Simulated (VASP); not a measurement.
# Ti3BiO3 (P4/mmm) in VASP: notebook

One crystal, Ti3BiO3, is run at these levels: PBE; tasks: relaxation of cell and atoms.

Program: VASP 6.6.1. These are calculated values, not measurements. Logs are shortened: lines on timing, memory, paths and dates and some standing lists are left out, and cuts for length are marked.

### 1 Starting point

It takes space group P4/mmm (No. 123, tetragonal). Conventional cell: a = 4.378 Å, b = 4.378 Å, c = 5.094 Å, α = 90.00°, β = 90.00°, γ = 90.00°. Around Ti (site symmetry mmm) lie 2 Ti at 2.19 Å and 2 O at 2.19 Å. Around Ti (site symmetry 4/mmm) lie 4 Ti at 2.19 Å. Around Bi (site symmetry 4/mmm) lie 2 Ti at 2.55 Å. Around O (site symmetry 4mm) lie 1 O at 1.16 Å. O (site symmetry 4/mmm) has 2 O at 1.97 Å and 4 Ti at 2.19 Å as nearest neighbours.

The cell was built by a generator and needn't be a form met in nature.

### 2 Relaxation of cell and atoms, PBE

Input file INCAR:

```
PREC     = Normal         # precision mode
ENCUT    = 520            # plane-wave cutoff, eV
EDIFF    = 1E-4           # SCF threshold, eV
ISMEAR   = 0              # smearing method
SIGMA    = 0.15           # smearing width, eV
LREAL    = False          # projectors in reciprocal space
LASPH    = True           # aspherical terms in the spheres
NELM     = 60             # most SCF steps
ALGO     = Fast           # electronic algorithm
ISIF     = 3              # what is computed and relaxed
LWAVE    = False          # write WAVECAR
LCHARG   = False          # write CHGCAR
GGA      = PE             # functional
IBRION   = 2              # ionic algorithm
NSW      = 24             # ionic steps
EDIFFG   = -0.08          # ionic threshold
```

Input file KPOINTS:

```
Automatic mesh
0
Gamma
  3 3 3
```

Input file POSCAR:

```
Ti3BiO3
1.0
    4.3781978400      0.0000000000      0.0000000000
    0.0000000000      4.3781978400      0.0000000000
    0.0000000000      0.0000000000      5.0937272800
Ti Bi O
3 1 3
Direct
    0.0000000000      0.5000000000      0.5000000000
    0.5000000000      0.0000000000      0.5000000000
    0.0000000000      0.0000000000      0.5000000000
    0.0000000000      0.0000000000      0.0000000000
    0.5000000000      0.5000000000      0.1139907100
    0.5000000000      0.5000000000      0.8860092900
    0.5000000000      0.5000000000      0.5000000000
```

Potentials or basis: VASP PAW PBE potentials, release 64 (Ti_sv, Bi_d, O).

Launch:

```bash
cat potpaw_PBE.64/Ti_sv/POTCAR potpaw_PBE.64/Bi_d/POTCAR potpaw_PBE.64/O/POTCAR > POTCAR
mpirun -np 1 vasp_std > vasp.out
```

OUTCAR:

```text
PREC = Normal
   ENCUT = 520
   EDIFF = 1E-4
   ISMEAR = 0
   LREAL = False
   LASPH = True
   NELM = 60
   ISIF = 3
   GGA = PE
   IBRION = 2
   NSW = 24
   EDIFFG = -0.08

 ion  position               nearest neighbor table
   1  0.000  0.500  0.500-   3 2.19   7 2.19   3 2.19   7 2.19   4 3.36   4 3.36   4 3.36   4 3.36

   2  0.500  0.000  0.500-   3 2.19   7 2.19   7 2.19   3 2.19   4 3.36   4 3.36   4 3.36   4 3.36

   3  0.000  0.000  0.500-   1 2.19   2 2.19   1 2.19   2 2.19   4 2.55   4 2.55
   4  0.000  0.000  0.000-   3 2.55   3 2.55   1 3.36   1 3.36   2 3.36   2 3.36   1 3.36   1 3.36
                             2 3.36   2 3.36
   5  0.500  0.500  0.114-   6 1.16   7 1.97
   6  0.500  0.500  0.886-   5 1.16   7 1.97
   7  0.500  0.500  0.500-   5 1.97   6 1.97   1 2.19   2 2.19   2 2.19   1 2.19

  LATTYP: Found a simple tetragonal cell.
 ALAT       =     4.3781978400
 C/A-ratio  =     1.1634301295

  Lattice vectors:

 A1 = (   4.3781978400,   0.0000000000,   0.0000000000)
 A2 = (   0.0000000000,   4.3781978400,   0.0000000000)
 A3 = (   0.0000000000,   0.0000000000,   5.0937272800)

Analysis of symmetry for initial positions (statically):
=====================================================================
 Subroutine PRICEL returns:
 Original cell was already a primitive cell.

 Routine SETGRP: Setting up the symmetry group for a
 simple tetragonal supercell.

 Subroutine GETGRP returns: Found 16 space group operations
 (whereof 16 operations were pure point group operations)
 out of a pool of 16 trial point group operations.

The static configuration has the point symmetry D_4h.

Analysis of symmetry for dynamics (positions and initial velocities):
=====================================================================
 Subroutine PRICEL returns:
 Original cell was already a primitive cell.

 Routine SETGRP: Setting up the symmetry group for a
 simple tetragonal supercell.

 Subroutine GETGRP returns: Found 16 space group operations
 (whereof 16 operations were pure point group operations)
 out of a pool of 16 trial point group operations.

The dynamic configuration has the point symmetry D_4h.

 Subroutine INISYM returns: Found 16 space group operations
 (whereof 16 operations are pure point group operations),
 and found     1 'primitive' translations

[... 143 lines left out ...]
  -------------------------------------------------------------------------------------
  Total        6.1199925      6.1199925     38.7939286      0.0000000      0.0000000      0.0000000
  in kB      100.4234228    100.4234228    636.5725257      0.0000000      0.0000000      0.0000000
  external PRESSURE =     279.1397905 kB  Pullay stress =       0.0000000 kB
[... 28 lines left out ...]
--------------------------------------- Ionic step        2  -------------------------------------------

 number of electron      68.9999994 magnetization

------------------------ aborting loop EDIFF was not reached (unconverged)  ----------------------------

  FORCE on cell =-STRESS in cart. coord.  units (eV):
  Direction    XX          YY          ZZ          XY          YZ          ZX
  --------------------------------------------------------------------------------------
  -------------------------------------------------------------------------------------
  Total        5.4796869      5.4796869     -3.4573164      0.0000000     -0.0000000      0.0000000
  in kB       65.3214967     65.3214967    -41.2135011      0.0000000     -0.0000000      0.0000000
  external PRESSURE =      29.8098308 kB  Pullay stress =       0.0000000 kB
[... 28 lines left out ...]
--------------------------------------- Ionic step        3  -------------------------------------------

 number of electron      69.0000029 magnetization

 E-fermi :   4.6307     XC(G=0):  -9.8448

 val. band max:        4.5940630576   @ k =   0.3333   0.0000   0.0000
 cond. band min:       4.6875379127   @ k =   0.3333   0.3333   0.3333
 fundamental gap:      0.0934748551
 Fermi energy:         4.6306601812

 k-point     1 :       0.0000    0.0000    0.0000
  band No.  band energies     occupation
      1     -52.4512      2.00000
      2     -52.3384      2.00000
      3     -50.9506      2.00000
      4     -29.3042      2.00000
      5     -29.3042      2.00000
      6     -28.8862      2.00000
[... 253 lines left out ...]
     40       6.4301      0.00000
     41       7.8201      0.00000

------------------------ aborting loop EDIFF was not reached (unconverged)  ----------------------------

  FORCE on cell =-STRESS in cart. coord.  units (eV):
  Direction    XX          YY          ZZ          XY          YZ          ZX
  --------------------------------------------------------------------------------------
  -------------------------------------------------------------------------------------
  Total       -5.9992067     -5.9992067    -13.0960115      0.0000000      0.0000000      0.0000000
  in kB      -72.5986307    -72.5986307   -158.4797040      0.0000000      0.0000000      0.0000000
  external PRESSURE =    -101.2256551 kB  Pullay stress =       0.0000000 kB
[... 22 lines left out ...]
  FREE ENERGIE OF THE ION-ELECTRON SYSTEM (eV)
  ---------------------------------------------------
  free  energy   TOTEN  =       -38.5108139338 eV

  energy  without entropy=      -38.4190208663  energy(sigma->0) =      -38.46491740

[... ionic steps 4 to 11 ...]

--------------------------------------- Ionic step       12  -------------------------------------------

 number of electron      68.9999870 magnetization

------------------------ aborting loop because EDIFF is reached ----------------------------------------
[... 77 lines left out ...]
--------------------------------------- Ionic step       14  -------------------------------------------

 number of electron      68.9999906 magnetization

 Free energy of the ion-electron system (eV)
  ---------------------------------------------------
  ext. energy  EPLUGINS =         0.00000000
  ---------------------------------------------------
  free energy    TOTEN  =       -40.97506326 eV

  energy without entropy =      -40.85745147  energy(sigma->0) =      -40.91625737

 E-fermi :   5.8770     XC(G=0): -10.4241

 val. band max:        5.8730322199   @ k =   0.3333   0.3333   0.0000
 cond. band min:       5.9430419588   @ k =   0.3333   0.0000   0.3333
 fundamental gap:      0.0700097389
 Fermi energy:         5.8769673819

 k-point     1 :       0.0000    0.0000    0.0000
  band No.  band energies     occupation
      1     -51.1499      2.00000
      2     -51.0157      2.00000
      3     -49.6039      2.00000
      4     -28.1510      2.00000
      5     -28.1510      2.00000
      6     -27.5683      2.00000
[... 287 lines left out ...]
  FREE ENERGIE OF THE ION-ELECTRON SYSTEM (eV)
  ---------------------------------------------------
  free  energy   TOTEN  =       -40.9750632624 eV

  energy  without entropy=      -40.8574514703  energy(sigma->0) =      -40.91625737

 reached required accuracy - stopping structural energy minimisation
```

OSZICAR:

```text
N       E                     dE             d eps       ncg     rms          rms(c)
DAV:   1     0.104654516085E+04    0.10465E+04   -0.35534E+04   492   0.212E+03
DAV:   2     0.130031898567E+03   -0.91651E+03   -0.89557E+03   508   0.644E+02
DAV:   3    -0.245510279798E+02   -0.15458E+03   -0.15028E+03   727   0.234E+02
[... 373 lines left out ...]
RMM:   7    -0.409745533216E+02    0.28976E-03   -0.63864E-03   631   0.393E-01    0.109E-01
RMM:   8    -0.409748756207E+02   -0.32230E-03   -0.43925E-03   580   0.258E-01    0.686E-02
RMM:   9    -0.409748875826E+02   -0.11962E-04   -0.14780E-03   483   0.181E-01    0.224E-02
RMM:  10    -0.409750065398E+02   -0.11896E-03   -0.13896E-03   427   0.114E-01    0.110E-02
RMM:  11    -0.409750632624E+02   -0.56723E-04   -0.66467E-04   402   0.912E-02
  14 F= -.40975063E+02 E0= -.40916257E+02  d E =-.300281E-01
```

Run time: 4.3 min. Hardware: 1 thread of AMD EPYC 9R45 (Zen 5), shared host; peak memory 0.13 GiB.

Results:

- Free energy: -40.9751 eV
- Relaxed volume: 16.78 Å³/atom
- Relaxed cell: a = 4.504 Å, b = 4.504 Å, c = 5.789 Å, α = 90.00°, β = 90.00°, γ = 90.00°
- Space group after relaxing (to 0.05 Å): P4/mmm (No. 123)
- Energy gained by relaxing: 334.5 meV/atom
- Ionic steps: 14
- Pressure after relaxing: 0.1 GPa
- Largest force after relaxing: 0.073 eV/Å
- Band gap on the k mesh: none (metal or under the smearing width)

Forces on the atoms (eV/Å):
```
Ti   0.000  0.000  0.000
Ti   0.000  0.000  0.000
Ti   0.000  0.000  0.000
Bi   0.000  0.000  0.000
O    0.000  0.000  0.073
O    0.000  0.000 -0.073
O    0.000  0.000  0.000
```

Step by step:
```csv
step,energy change (eV),largest force (eV/Å),pressure (GPa),volume (Å³)
1,0.0000,8.6616,27.91,97.64
2,3.9461,0.6206,2.98,134.40
3,0.1230,0.1435,-10.12,132.40
4,-0.3907,0.2912,-6.88,125.94
5,-1.2252,2.1854,0.89,111.42
6,-1.2548,2.5974,9.17,104.44
7,-1.4252,2.5346,4.09,108.12
8,-1.4309,2.5560,4.57,107.42
9,-1.9772,2.4746,-1.81,115.26
10,-2.0223,2.4043,-2.92,117.61
11,-2.0340,5.7278,3.79,117.39
12,-2.3108,0.0595,-0.09,117.48
13,-2.3113,0.0425,-0.01,117.48
14,-2.3413,0.0725,0.15,117.46
```

Final structure:
```
Ti Bi O
1.0
     4.50446    0.00000    0.00000
     0.00000    4.50446    0.00000
     0.00000    0.00000    5.78894
Ti Bi O
3 1 3
Direct
  0.00000 0.50000 0.50000
  0.50000 0.00000 0.50000
  0.00000 0.00000 0.50000
  0.00000 0.00000 0.00000
  0.50000 0.50000 0.11392
  0.50000 0.50000 0.88608
  0.50000 0.50000 0.50000
```

Caveat: the k mesh is coarse (spacing up to 0.48 Å⁻¹), so the values aren't converged; the standard files for N, O and F lose accuracy on very short bonds; the volume moved by over 15 % at a fixed basis, so the end points are rough; spin-orbit coupling is left out, which moves the levels of the heavy elements; an odd number of electrons without spin polarisation forces a metal; a magnetic or distorted state may lie lower; semilocal functionals often make such compounds metallic where correlation or magnetic order opens a gap, which also shifts bond lengths; the relaxation stopped at a loose force limit of 0.08 eV/Å, so its end isn't a converged minimum.

### 3 Relaxation of cell and atoms, PBE

This run uses another cell than the first one, of 15.97 Å³/atom, 1.145 times its volume.

INCAR is that of step 2.

KPOINTS is that of step 2.

Input file POSCAR:

```
Ti3BiO3
1.0
    4.2750168800      0.0000000000      0.0000000000
    0.0000000000      4.2750168800      0.0000000000
    0.0000000000      0.0000000000      6.1159597800
Ti Bi O
3 1 3
Direct
    0.0000000000      0.5000000000      0.0000000000
    0.5000000000      0.0000000000      0.0000000000
    0.0000000000      0.0000000000      0.0000000000
    0.5000000000      0.5000000000      0.5000000000
    0.5000000000      0.5000000000      0.9064324800
    0.5000000000      0.5000000000      0.0935675200
    0.0000000000      0.0000000000      0.5000000000
```

Potentials or basis: VASP PAW PBE potentials, release 64 (Ti_sv, Bi_d, O).

Launch:

```bash
cat potpaw_PBE.64/Ti_sv/POTCAR potpaw_PBE.64/Bi_d/POTCAR potpaw_PBE.64/O/POTCAR > POTCAR
mpirun -np 1 vasp_std > vasp.out
```

It took 4.8 min on 1 thread of AMD EPYC 9R45 (Zen 5), shared host; peak memory 0.15 GiB.

Results (log left out):

```yaml
Free_energy: -41.4714 eV
Relaxed_volume: 16.53 Å³/atom
Relaxed_cell: a = 4.105 Å, b = 4.105 Å, c = 6.867 Å, α = 90.00°, β = 90.00°, γ = 90.00°
Space_group_after_relaxing_to_0.05_Å: P4/mmm (No. 123)
Energy_gained_by_relaxing: 1024.2 meV/atom
Ionic_steps: 13
Pressure_after_relaxing: -0.2 GPa
Largest_force_after_relaxing: 0.026 eV/Å
Band_gap_on_the_k_mesh: none (metal or under the smearing width)
```

Forces in eV/Å, atoms in the order of the input:
```
Ti   0.000  0.000  0.000
Ti   0.000  0.000  0.000
Ti   0.000  0.000  0.000
Bi   0.000  0.000  0.000
O    0.000  0.000 -0.026
O    0.000  0.000  0.026
O    0.000  0.000  0.000
```

Stress tensor (GPa, compression positive):
```
-0.17  0.00  0.00
 0.00 -0.17  0.00
 0.00  0.00 -0.26
```

The path:
| step | energy change (eV) | largest force (eV/Å) | pressure (GPa) | volume (Å³) |
| --- | --- | --- | --- | --- |
| 1 | 0.0000 | 22.2747 | 23.83 | 111.77 |
| 2 | 64.4437 | 25.1514 | 13.61 | 154.14 |
| 3 | -3.8822 | 5.4069 | -8.60 | 134.25 |
| 4 | -5.9434 | 3.5367 | -2.23 | 130.23 |
| 5 | -6.5995 | 0.4928 | -0.79 | 123.85 |
| 6 | -6.6277 | 0.4688 | -0.48 | 125.05 |
| 7 | -6.6293 | 0.2556 | -0.77 | 124.77 |
| 8 | -6.9297 | 0.0594 | -3.21 | 123.56 |
| 9 | -7.0716 | 0.0573 | -4.13 | 121.73 |
| 10 | -7.0706 | 0.0496 | -4.60 | 122.08 |
| 11 | -7.0873 | 0.0749 | 2.81 | 112.51 |
| 12 | -7.1502 | 0.0071 | -0.97 | 116.84 |
| 13 | -7.1695 | 0.0258 | -0.20 | 115.72 |

Final structure:
```xyz
7
Lattice="4.1049 0.0000 0.0000 0.0000 4.1049 0.0000 0.0000 0.0000 6.8675" Properties=species:S:1:pos:R:3 pbc="T T T"
Ti    4.1049    2.0524    0.0000
Ti    2.0524    4.1049    0.0000
Ti    4.1049    4.1049    0.0000
Bi    2.0524    2.0524    3.4337
O     2.0524    2.0524    5.7264
O     2.0524    2.0524    1.1411
O     4.1049    4.1049    3.4337
```

Levels at points of the mesh, in eV from the Fermi level:
| k point | band 32 | band 33 | band 34 | band 35 | band 36 | band 37 | band 38 | band 39 |
| --- | --- | --- | --- | --- | --- | --- | --- | --- |
| (0.00, 0.00, 0.00) | -2.02 | -1.84 | -1.46 | -1.46 | -0.84 | 1.55 | 2.59 | 2.82 |

Caveat: the k mesh is coarse (spacing up to 0.49 Å⁻¹), so the values aren't converged; the standard files for N, O and F lose accuracy on very short bonds; spin-orbit coupling is left out, which moves the levels of the heavy elements; an odd number of electrons without spin polarisation forces a metal; a magnetic or distorted state may lie lower; semilocal functionals often make such compounds metallic where correlation or magnetic order opens a gap, which also shifts bond lengths; the relaxation stopped at a loose force limit of 0.08 eV/Å, so its end isn't a converged minimum.
